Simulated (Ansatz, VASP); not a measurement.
# In (ladder In chain) in two plane-wave programs

Aim: how closely do two programs agree when they are given the same cell, functional and k mesh? The structure shown is the start of the Ansatz relaxation below; VASP solves that cell, so the two are compared at the walk's first step.

Main program and level: Ansatz 0.2.0; plane waves, with VASP 6.6.1 beside it; single point at PBE, single point at PBEsol and single point at LDA.

## 1. Starting point

The cell holds 2 atoms: 2 In. Cell: a = 9.000 Å, b = 7.500 Å, c = 2.779 Å, α = 90.0°, β = 90.0°, γ = 90.0°. Vacuum lies along a and b. The structure's axis is c.

## 2. Ansatz: relaxation, PBE

Ansatz runs on its default PAW (the set named soft_2) files.

The two programs are compared at the cell with which this relaxation starts, whose forces are those of its first step.

Contents of input.yaml:

```yaml
crystal:
  lattice:
    - [9.0, 0.0, 0.0]
    - [0.0, 7.5, 0.0]
    - [0.0, 0.0, 2.77894]
  atoms:
    - { symbol: In, position: [0.368097778, 0.5, 0.0] }
    - { symbol: In, position: [0.631902222, 0.5, 0.5] }
kpoints:
  mp_grid: { grid: [1, 1, 29] }
scf:
  occupations: { method: fermi_dirac, width: 0.05 }
hamiltonian:
  xc: pbe
relax:
  cell: { fix: [a, b, alpha, beta, gamma] }
  max_steps: 60
```

The run is started by

```console
> ansatz run input.yaml --threads 4 --pin off --max-ram 8192MiB --backend cpu --events-out ev --progress --plain --runs-dir out
```

Numbers of over 12 decimals in the logs are rounded to 6 here.

What it wrote:

```text
Engine: ansatz 0.2.0, aarch64-unknown-linux-gnu
Pseudopotentials: kind: paw
Pseudopotential: In, paw, valence charge 13, recommended cutoff 420 eV (normal), In.paw.azcp
Functional definition: PBE
  parameter kappa = 0.804
  parameter beta = 0.066725
  exchange = pbe_x(kappa = kappa, mu = beta*pi^2/3)
  correlation = pbe_c(beta = beta)
Crystal: 2 atoms, lattice volume = 187.578 Å³
Basis set: ecut = 420 eV, 3687 PW (Γ), exchange–correlation on 128×108×40 points (8 copies of the dense FFT grid, shifted against one another)
Bands: 17, of which v1, the nominal top of the filled ones, is band 13 counted from 1 (12 counted from 0)
Symmetry: 8 space group operations
Space group: Pmma (ITA 51), of the structure as read, at distance tolerance 5.7e-5 Å
k-points: 15 of 29
Non-local potential: In, projectors of the file, l = 0: 2, l = 1: 2, l = 2: 2, l = 3: 2
PAW form: soft (Blöchl's): semilocal exchange-correlation on the pseudo side does not see the compensation charge
PAW one-centre angular grid: In, 590 points (default); XC on 64 Gauss nodes
Initial density: superposition of atomic densities (neutral atoms: chi_scale 0, normalization atom), corrected by the library's trained network
Initial wavefunctions: pseudopotential atomic-orbital guess
Functional: x = pbe(κ = 0.804, μ = 0.219515), c = pbe(β = 0.066725)
SCF iter   1: F=—  HF=-11193.907674 eV  |F-HF|=—  |Δ(HF+E_count)|=         —  Δρ=1.75e-3  dr2=2.15e-2  ethr=1.77e-3  ⟨swp⟩=6.5  Hψ=1373  notcnv=0
preconditioner: auto → LDOS  [insulator: Δε(μ)=0.171 eV  Ē_g=15.056 eV  σ=0.050 eV  W_gap=0.58  n_scr=20 (ndim 8)  ℏωp=13.8 eV  f_vac=0.575  D(μ)=1.28/eV (n_scr^D=8)  ε∞_Penn≈1.8  β→1.0]
SCF iter   2: F=—  HF=-11193.905563 eV  |F-HF|=—  |Δ(HF+E_count)|=   2.11e-3  Δρ=1.12e-3  dr2=3.54e-3  ethr=8.25e-5  ⟨swp⟩=2.7  Hψ=641  notcnv=0
SCF iter   3: F=—  HF=-11193.906048 eV  |F-HF|=—  |Δ(HF+E_count)|=   4.85e-4  Δρ=8.96e-4  dr2=2.94e-3  ethr=1.36e-5  ⟨swp⟩=2.0  Hψ=510  notcnv=0
SCF iter   4: F=—  HF=-11193.905276 eV  |F-HF|=—  |Δ(HF+E_count)|=   7.72e-4  Δρ=9.58e-5  dr2=1.73e-5  ethr=1.13e-5  ⟨swp⟩=2.0  Hψ=487  notcnv=0
SCF iter   5: F=—  HF=-11193.905312 eV  |F-HF|=—  |Δ(HF+E_count)|=   3.56e-5  Δρ=4.22e-5  dr2=2.83e-6  ethr=6.64e-8  ⟨swp⟩=2.0  Hψ=483  notcnv=0
SCF iter   6: F=-11193.905311 eV  HF=-11193.905311 eV  |F-HF|=1.81e-7  |Δ(HF+E_count)|=   7.53e-7  Δρ=7.72e-6  dr2=9.46e-8  ethr=3.85e-10  ⟨swp⟩=3.9  Hψ=1183  notcnv=0
SCF 1 converged in 6 iterations: F = -11193.905311 eV  dr2 = 9.46e-8
  greatest PAW one-centre occupation: 0.981 electrons in one spin orbital (limit 2), on the In atom at site 1 (counted from 0), in its partial waves of l = 2
relax step   1: F+E_penalty+E_count = -11193.90531127 eV  Δ(F+E_penalty+E_count) = +0.000e0 eV  max|allowed force component| = 2.220e0 eV/Å  Δτ_max = 0.0000 Å  P = +2.325 GPa  Ω = 187.578 Å³  fix = [a, b, alpha, beta, gamma]  reactions: a +4.123, b +0.266 GPa  (6 SCF iters, dr2 threshold 1.00e-7 eV, accepted)
[...]
relax step   5: F+E_penalty+E_count = -11194.41009337 eV  Δ(F+E_penalty+E_count) = -1.786e-3 eV  max|allowed force component| = 1.226e-2 eV/Å  Δτ_max = 0.0133 Å  P = -0.103 GPa  Ω = 195.650 Å³  energy of the carried Pulay correction = -6.968e-4 eV  fix = [a, b, alpha, beta, gamma]  reactions: a -0.628, b +0.235 GPa  (6 SCF iters, dr2 threshold 1.61e-7 eV, accepted)
[...]
relax step   6: F+E_penalty+E_count = -11194.41014848 eV  Δ(F+E_penalty+E_count) = -5.511e-5 eV  max|allowed force component| = 2.153e-2 eV/Å  Δτ_max = 0.0002 Å  P = -0.129 GPa  Ω = 196.260 Å³  energy of the carried Pulay correction = -7.476e-4 eV  fix = [a, b, alpha, beta, gamma]  reactions: a -0.597, b +0.233 GPa  (6 SCF iters, dr2 threshold 1.75e-8 eV, accepted)
[...]
relax step   7: F+E_penalty+E_count = -11194.41022598 eV  Δ(F+E_penalty+E_count) = -7.750e-5 eV  max|allowed force component| = 1.316e-2 eV/Å  Δτ_max = 0.0114 Å  P = -0.133 GPa  Ω = 196.033 Å³  energy of the carried Pulay correction = -7.288e-4 eV  fix = [a, b, alpha, beta, gamma]  reactions: a -0.698, b +0.229 GPa  (5 SCF iters, dr2 threshold 2.90e-8 eV, accepted)
[...]
relax step   8: F+E_penalty+E_count = -11194.41031150 eV  Δ(F+E_penalty+E_count) = -8.552e-5 eV  max|allowed force component| = 1.331e-4 eV/Å  Δτ_max = 0.0035 Å  P = -0.141 GPa  Ω = 196.310 Å³  energy of the carried Pulay correction = -7.518e-4 eV  fix = [a, b, alpha, beta, gamma]  reactions: a -0.658, b +0.230 GPa  (5 SCF iters, dr2 threshold 1.18e-8 eV, accepted)
[...]
relax step   9: F+E_penalty+E_count = -11194.41085969 eV  Δ(F+E_penalty+E_count) = -5.482e-4 eV  max|allowed force component| = 7.261e-5 eV/Å  Δτ_max = 0.0000 Å  P = -0.146 GPa  Ω = 196.310 Å³  fix = [a, b, alpha, beta, gamma]  reactions: a -0.661, b +0.227 GPa  stress off target by 2.96e-3 GPa on what of the cell is left free  SCF on the basis re-selected at this cell (its energy is not comparable with the rows above)  (5 SCF iters)
basis re-selected at this cell: Δ(F+E_penalty+E_count) = -5.482e-4 eV, ΔP = -0.005 GPa vs the last step (what re-selecting the basis moved, of the pressure what is left beyond the Pulay correction that the steps carried, after the strain that the cell walked since its last selection, with what the two solves' SCF thresholds leave and, on support functions, any second-order correction that the steps lacked; it is no m [...]
SCF converged after 5 iterations
Free energy (F): -11194.410860 eV
Harris-Foulkes:  -11194.410860 eV  (|F-HF|=3.64e-12)
Internal energy: -11194.395562 eV  (E = F + TS)
E sigma→0 (E₀):  -11194.403211 eV
Entropy (-TS):   -0.015298 eV (-7.649 meV/atom)
Fermi energy:    -0.132042 eV
--- Per-component energies (eV) ---
  E_band       = -313.467299
  E_kinetic    = 479.990563
  E_local      = -5008.304274  (includes V_loc(G=0)·N_el)
  E_nonlocal   = 731.346191
  E_hartree    = 2138.054851
  E_xc         = -430.044708
  E_vxc        = -197.019061  (∫ρ·V_xc dr)
  E_paw        = -8302.741243  (= ΣΔE_a)
  E_vpaw       = -595.590650  (= ΣTr[D̂ρ^β])
  E_aug_tail   = 0.000052  (compensation charges beyond the density's cutoff)
  E_ewald      = -802.696994
  E_smearing   = -0.015298  (= −TS)
  E_closure    = 0.000000  (closes the sum)
  Σ components = -11194.410860   (vs F -11194.410860, Δ=0.00e0)
--- Forces (eV/Å), atoms counted from 1 ---
  atom   1  In    -0.00007261     0.00000000     0.00000000
  atom   2  In     0.00007261     0.00000000     0.00000000
  max |Σ_I F_I| component: 1.36e-20 eV/Å
--- Stress (GPa, compression-positive) ---
       -0.661270       0.000000       0.000000
        0.000000       0.226805       0.000000
        0.000000       0.000000      -0.002962
  P = ⅓ Tr σ = -0.1458 GPa (-1.458 kbar)
--- Relaxed structure (8 steps of the walk, 8 accepted, 1 SCFs on fresh bases) ---
  F+E_penalty+E_count = -11194.41085969 eV   max|allowed force component| = 7.261e-5 eV/Å   (the final SCF, on the basis selected at the relaxed cell)
  cell:  # Å, volume = 196.3104 Å³
    - [9.0, 0.0, 0.0]
    - [0.0, 7.5, 0.0]
    - [0.0, 0.0, 2.908302]
  atoms:
    - { symbol: In, position: [0.337879, 0.5, 0.0] }
    - { symbol: In, position: [0.662121, 0.5, 0.5] }
```

In the SCF lines HF is the Harris–Foulkes energy and dr2 the Hartree energy of the density residual, in eV; the loop may stop once dr2 is under the threshold and the program's other checks hold. Hψ counts applications of the Hamiltonian.

## 3. VASP: single point, PBE, start cell

The same cell, functional, mesh and smearing now go to VASP, with its own data sets.

Lines of VASP's logs that name or quote its potential files are left out, and so is its time.

Contents of INCAR:

```
SYSTEM = In
PREC = Accurate
ENCUT = 400
EDIFF = 1E-06
NELM = 120
ISMEAR = -1
SIGMA = 0.05
LREAL = .FALSE.
ALGO = Normal
GGA = PE
NBANDS = 19
LORBIT = 11
LWAVE = .FALSE.
LCHARG = .FALSE.
ISIF = 2
LASPH = .TRUE.
GGA_COMPAT = .FALSE.
KPAR = 2
```

Contents of POSCAR:

```
In
1.0
    9.0000000000      0.0000000000      0.0000000000
    0.0000000000      7.5000000000      0.0000000000
    0.0000000000      0.0000000000      2.7789400000
In
2
Direct
    0.3680977778      0.5000000000      0.0000000000
    0.6319022222      0.5000000000      0.5000000000
```

Contents of KPOINTS:

```
Automatic mesh
0
Gamma
1 1 29
0 0 0
```

The projector-augmented-wave data sets are In_d (PBE family, release 64).

The run is started by

```console
> mpirun -np 2 vasp_std
```

What it wrote:

```text
[banner, memory and clock lines left out]
running    2 mpi-ranks, on    1 nodes
 distrk:  each k-point on    1 cores,    2 groups
 distr:  one band on    1 cores,    1 groups

 POSCAR found type information on POSCAR In
 POSCAR found :  1 types and       2 ions
 LDA part: xc-table for (Slater+PW92), standard interpolation
 POSCAR, INCAR and KPOINTS ok, starting setup
 FFT: planning ... GRIDC
 FFT: planning ... GRID_SOFT
 FFT: planning ... GRID
 WAVECAR not read
 entering main loop
       N       E                     dE             d eps       ncg     rms          rms(c)
DAV:   1     0.186904757695E+03    0.18690E+03   -0.10613E+04   610   0.101E+03
DAV:   2     0.106892866394E+02   -0.17622E+03   -0.17461E+03   579   0.292E+02
DAV:   3    -0.309483659241E+01   -0.13784E+02   -0.13681E+02   682   0.114E+02
DAV:   4    -0.350719949316E+01   -0.41236E+00   -0.41226E+00   646   0.254E+01
DAV:   5    -0.353031739184E+01   -0.23118E-01   -0.23116E-01   906   0.424E+00    0.502E+00
DAV:   6    -0.338618724156E+01    0.14413E+00   -0.15750E-01   684   0.463E+00    0.249E+00
DAV:   7    -0.333956672831E+01    0.46621E-01   -0.11911E-01   762   0.347E+00    0.459E-01
DAV:   8    -0.333753837246E+01    0.20284E-02   -0.20212E-02   639   0.110E+00    0.247E-01
DAV:   9    -0.333819092053E+01   -0.65255E-03   -0.15979E-03   774   0.334E-01    0.190E-01
DAV:  10    -0.333867960931E+01   -0.48869E-03   -0.70879E-04   696   0.201E-01    0.515E-02
DAV:  11    -0.333881154422E+01   -0.13193E-03   -0.75871E-05   614   0.618E-02    0.463E-02
DAV:  12    -0.333913506442E+01   -0.32352E-03   -0.21873E-04   576   0.502E-02    0.348E-02
DAV:  13    -0.333916509182E+01   -0.30027E-04   -0.15442E-05   474   0.330E-02    0.134E-02
DAV:  14    -0.333918039553E+01   -0.15304E-04   -0.11808E-05   456   0.179E-02    0.717E-03
DAV:  15    -0.333918183751E+01   -0.14420E-05   -0.12077E-06   529   0.121E-02    0.548E-03
DAV:  16    -0.333918210993E+01   -0.27242E-06   -0.31080E-07   463   0.538E-03
   1 F= -.33391821E+01 E0= -.33326638E+01  d E =-.130365E-01
```

From OUTCAR (step 3):

```text
ion  position               nearest neighbor table
   1  0.368  0.500  0.000-   2 2.75   2 2.75
   2  0.632  0.500  0.500-   1 2.75   1 2.75

  LATTYP: Found a simple orthorhombic cell.
 ALAT       =     2.7789400000
 B/A-ratio  =     2.6988707925
 C/A-ratio  =     3.2386449510

 Subroutine GETGRP returns: Found  8 space group operations
 (whereof  4 operations were pure point group operations)

The static configuration has the point symmetry C_2v.
 The point group associated with its full space group is D_2h.

 Found     15 irreducible k-points:

   k-points           NKPTS =     15   k-points in BZ     NKDIM =     15   number of bands    NBANDS=     19

   dimension x,y,z NGX =    60 NGY =   50 NGZ =   18
   dimension x,y,z NGXF=   120 NGYF=  100 NGZF=   36

   ENCUT  =  400.0 eV  29.40 Ry    5.42 a.u.  14.68 12.23  4.53*2*pi/ulx,y,z

   NELECT =      26.0000    total number of electrons

 k-points in reciprocal lattice and weights: Automatic mesh
   0.00000000  0.00000000  0.00000000       0.034
   0.00000000  0.00000000  0.03448276       0.069
   0.00000000  0.00000000  0.06896552       0.069
   0.00000000  0.00000000  0.10344828       0.069
   0.00000000  0.00000000  0.13793103       0.069
   0.00000000  0.00000000  0.17241379       0.069
   0.00000000  0.00000000  0.20689655       0.069
   0.00000000  0.00000000  0.24137931       0.069
   0.00000000  0.00000000  0.27586207       0.069
[...]
0.00000000  0.00000000  0.44827586       0.069
   0.00000000  0.00000000  0.48275862       0.069

 average (electrostatic) potential at core
       1-102.4159       2-102.4159

 E-fermi :  -0.8683

 k-point     1 :       0.0000    0.0000    0.0000
  band No.  band energies     occupation
    ...
     10     -15.0748      2.00000
     11      -9.4295      2.00000
     12      -5.6294      2.00000
     13      -2.1471      2.00000
     14      -1.7094      2.00000
     15       0.6166      0.00000
     16       2.0927      0.00000
     17       3.5628      0.00000
     18       3.8159      0.00000
     19       4.2863      0.00000

 k-point     2 :       0.0000    0.0000    0.0345
  band No.  band energies     occupation
    ...
     10     -15.0816      2.00000
     11      -9.4050      2.00000
     12      -5.6071      2.00000
     13      -2.1187      2.00000
     14      -1.6790      2.00000
     15       0.6436      0.00000
     16       2.1151      0.00000
     17       3.5870      0.00000
     18       3.8369      0.00000
     19       4.3084      0.00000

 k-point     3 :       0.0000    0.0000    0.0690
  band No.  band energies     occupation
    ...
     10     -15.1009      2.00000
     11      -9.3313      2.00000
     12      -5.5402      2.00000
     13      -2.0337      2.00000
     14      -1.5881      2.00000
     15       0.7244      0.00000
     16       2.1820      0.00000
     17       3.6596      0.00000
     18       3.8997      0.00000
     19       4.3749      0.00000

  Total        4.8119911      0.2821576      3.0063443      0.0000000      0.0000000      0.0000000
  in kB       41.1010060      2.4100130     25.6783049      0.0000000      0.0000000      0.0000000
  external PRESSURE =      23.0631080 kB  Pullay stress =       0.0000000 kB

  energy-cutoff  :      400.00
  volume of cell :      187.58
      direct lattice vectors                 reciprocal lattice vectors
     9.000000000  0.000000000  0.000000000     0.111111111  0.000000000  0.000000000
     0.000000000  7.500000000  0.000000000     0.000000000  0.133333333  0.000000000
     0.000000000  0.000000000  2.778940000     0.000000000  0.000000000  0.359849439

 POSITION                                       TOTAL-FORCE (eV/Angst)
 -----------------------------------------------------------------------------------
      3.31288      3.75000      0.00000        -2.226626      0.000000      0.000000
      5.68712      3.75000      1.38947         2.226626      0.000000      0.000000
 -----------------------------------------------------------------------------------
    total drift:                                0.000000      0.000000      0.000000

  FREE ENERGIE OF THE ION-ELECTRON SYSTEM (eV)
  ---------------------------------------------------
  free  energy   TOTEN  =        -3.3391821099 eV

  energy  without entropy=       -3.3261455720  energy(sigma->0) =       -3.33266384

 total charge
# of ion       s       p       d       tot
------------------------------------------
    1        0.995   0.635   9.845  11.475
    2        0.995   0.635   9.845  11.475
--------------------------------------------------
tot          1.990   1.270  19.689  22.949

[... 3 further parts left out ...]
```

## 4. Side by side

Known differences besides the potentials themselves: the cutoff is 420 eV in Ansatz and 400 eV in VASP. Total energies have different zeros and are not compared.

Forces (eV/Å; atoms numbered as in POSCAR):

| atom | Ansatz x, y, z | VASP x, y, z |
| --- | --- | --- |
| In1 | -2.220, 0.000, 0.000 | -2.227, 0.000, 0.000 |
| In2 | 2.220, 0.000, 0.000 | 2.227, 0.000, 0.000 |

The forces differ by 3.7 meV/Å r.m.s., which is 0.3 % of the r.m.s. force of 1.286 eV/Å (both taken over all components).

## 5. Ansatz: relaxation, PBEsol

The two programs are compared at the cell with which this relaxation starts, whose forces are those of its first step.

The structure compared here is the start of the Ansatz relaxation; VASP solves that cell, so the two are compared at the walk's first step.

input.yaml, the sections that differ from step 2:

```yaml
crystal:
  lattice:
    - [9.0, 0.0, 0.0]
    - [0.0, 7.5, 0.0]
    - [0.0, 0.0, 2.77894]
  atoms:
    - { symbol: In, position: [0.368097778, 0.5, 0.0], spin: 0.5 }
    - { symbol: In, position: [0.631902222, 0.5, 0.5], spin: 0.5 }
magnetization:
  spin_polarized: true
hamiltonian:
  xc: pbesol
# kpoints, scf, relax: as in step 2
```

The run is started by

```console
> ansatz run input.yaml --threads 4 --pin off --max-ram 8192MiB --backend cpu --events-out ev --progress --plain --runs-dir out
```

What it wrote:

```text
[...]
Crystal: 2 atoms, lattice volume = 187.578 Å³
Basis set: ecut = 420 eV, 3687 PW (Γ), exchange–correlation on 128×108×40 points (8 copies of the dense FFT grid, shifted against one another)
Bands: 18, of which v1, the nominal top of the filled ones, is band 13 counted from 1 (12 counted from 0)
Symmetry: 8 space group operations
[...]
0.000000       0.236572       0.000000
        0.000000       0.000000      -0.005060
  P = ⅓ Tr σ = -0.1396 GPa (-1.396 kbar)
--- Relaxed structure (4 steps of the walk, 4 accepted, 1 SCFs on fresh bases) ---
[...]
cell:  # Å, volume = 191.0804 Å³
    - [9.0, 0.0, 0.0]
    - [0.0, 7.5, 0.0]
    - [0.0, 0.0, 2.830821]
  atoms:
    - { symbol: In, position: [0.344098, 0.5, 0.0] }
    - { symbol: In, position: [0.655902, 0.5, 0.5] }
[key lines of the parts left out:]
SCF converged after 7 iterations
Magnetization: 0.0000 μB (13.0000 up, 13.0000 down)
Free energy (F): -11049.203929 eV
Fermi energy:    -0.171205 eV
```

## 6. VASP: single point, PBEsol, start cell

The same cell, functional, mesh and smearing now go to VASP, with its own data sets.

INCAR, as its differences from that of step 3:

```diff
@@ -4,3 +4,3 @@
 EDIFF = 1E-06
-NELM = 120
+NELM = 200
 ISMEAR = -1
@@ -9,4 +9,6 @@
 ALGO = Normal
-GGA = PE
-NBANDS = 19
+GGA = PS
+NBANDS = 20
+ISPIN = 2
+MAGMOM = 0 0
 LORBIT = 11
```

POSCAR is that of step 3.

KPOINTS is that of step 3.

The run is started by

```console
> mpirun -np 2 vasp_std
```

What it wrote:

```text
[banner, memory and clock lines left out]
running    2 mpi-ranks, on    1 nodes
[...]
|                                                                             |
|               ----> ADVICE to this user running VASP <----                  |
|                                                                             |
|     You enforced a specific xc type in the INCAR file but a different       |
|     [... a line on the potential file left out ...]
|     I HOPE YOU KNOW WHAT YOU ARE DOING!                                     |
|                                                                             |

 LDA part: xc-table for (Slater+PW92), standard interpolation
 POSCAR, INCAR and KPOINTS ok, starting setup
[...]
entering main loop
       N       E                     dE             d eps       ncg     rms          rms(c)
DAV:   1     0.191114656209E+03    0.19111E+03   -0.10523E+04  1272   0.972E+02
DAV:   2     0.106311874973E+02   -0.18048E+03   -0.17838E+03  1232   0.283E+02
DAV:   3    -0.374507714275E+01   -0.14376E+02   -0.14318E+02  1444   0.111E+02
DAV:   4    -0.420857273184E+01   -0.46350E+00   -0.46324E+00  1368   0.252E+01
[...]
DAV:  15    -0.400659953735E+01   -0.28252E-04   -0.88565E-06   960   0.119E-02    0.399E-03
DAV:  16    -0.400660873028E+01   -0.91929E-05   -0.67084E-06   976   0.918E-03    0.406E-03
DAV:  17    -0.400660894040E+01   -0.21012E-06   -0.26502E-07  1072   0.486E-03
   1 F= -.40066089E+01 E0= -.39997892E+01  d E =-.136395E-01  mag=     0.0000
```

Parts of OUTCAR (step 6):

```text
  Total        4.0820361      0.2672752      1.6485158      0.0000000      0.0000000      0.0000000
  in kB       34.8661890      2.2828967     14.0805865      0.0000000      0.0000000      0.0000000
  external PRESSURE =      17.0765574 kB  Pullay stress =       0.0000000 kB

 POSITION                                       TOTAL-FORCE (eV/Angst)
 -----------------------------------------------------------------------------------
      3.31288      3.75000      0.00000        -1.920079      0.000000      0.000000
      5.68712      3.75000      1.38947         1.920079      0.000000      0.000000
 -----------------------------------------------------------------------------------
    total drift:                                0.000000      0.000000      0.000000

  FREE ENERGIE OF THE ION-ELECTRON SYSTEM (eV)
  ---------------------------------------------------
  free  energy   TOTEN  =        -4.0066089404 eV

  energy  without entropy=       -3.9929694687  energy(sigma->0) =       -3.99978920

 magnetization (x)
# of ion       s       p       d       tot
------------------------------------------
    1        0.000  -0.000   0.000  -0.000
    2        0.000  -0.000   0.000  -0.000
--------------------------------------------------
tot          0.000  -0.000   0.000  -0.000

[... 1 part as in an earlier step ...]

[... 2 further parts left out ...]
[key lines of the parts left out:]
E-fermi :  -0.9715
```

[end of part 1 of 2]

[Lines on the potential files, build, host, timing and source positions are cut from VASP's logs without a mark.]

[Logs are printed without paths, hosts, clocks, repeated set-up lines and the standing remarks that a program may print on its own settings, such as how far it seeks lower states.]

[Hosts, paths, dates, database ids (printed as entryN), source tags and the programs' standing remarks are cut or masked in the printed files.]
